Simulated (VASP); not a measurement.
Runs of VASP 6.6.1 on As. It takes space group R-3m (No. 166, trigonal). The conventional cell has a = 3.760 Å, b = 3.760 Å, c = 10.457 Å, α = 90.00°, β = 90.00°, γ = 120.00°. As (site symmetry 3m) has 3 As at 2.52 Å as nearest neighbours. 

```csv
task,level,potentials or basis,cell,k mesh,cutoff (eV),gap on the mesh (eV),pressure (GPa),relaxed volume (Å³/atom)
relaxation of cell and atoms,PBE+D3(BJ),"VASP PAW PBE potentials, release 64 (As)",relaxed,15 × 15 × 15,600,none,0.0,(a)
relaxation of cell and atoms,PBEsol,"VASP PAW PBE potentials, release 64 (As)",relaxed,15 × 15 × 15,300,none,0.0,20.89
relaxation of cell and atoms,PBEsol,"VASP PAW PBE potentials, release 64 (As)",relaxed,15 × 15 × 15,580,none,0.0,20.90
relaxation of cell and atoms,LDA,"VASP PAW LDA potentials, release 64 (As)",relaxed,15 × 15 × 15,600,none,0.0,20.43
relaxation of cell and atoms,PBE,"VASP PAW PBE potentials, release 64 (As)",relaxed,15 × 15 × 15,600,none,0.0,22.72
single point,PBEsol,"VASP PAW PBE potentials, release 64 (As)",as given,15 × 15 × 15,520,none,0.5,-
relaxation of cell and atoms,PBEsol,"VASP PAW PBE potentials, release 64 (As)",relaxed,15 × 15 × 15,600,none,0.0,20.90
relaxation of cell and atoms,PBEsol,"VASP PAW PBE potentials, release 64 (As)",relaxed,15 × 15 × 15,480,none,0.0,20.89
relaxation of cell and atoms,PBEsol,"VASP PAW PBE potentials, release 64 (As)",relaxed,6 × 6 × 6,600,none,0.0,(b)
```

Alike in all rows: no spin polarisation; smearing gaussian 0.1 eV.

Q: Fill in the values left out.

A: (a) 20.91; (b) 21.10.

Caveats: the PAW data sets were made with another functional, which shifts forces and pressure a little (some runs); pairwise dispersion overbinds metals, which lowers pressure and volume (some runs).

A k mesh can miss the band edges, and the runs leave out spin-orbit coupling on As.

A gap of «none» marks a metal or a gap under the smearing width.
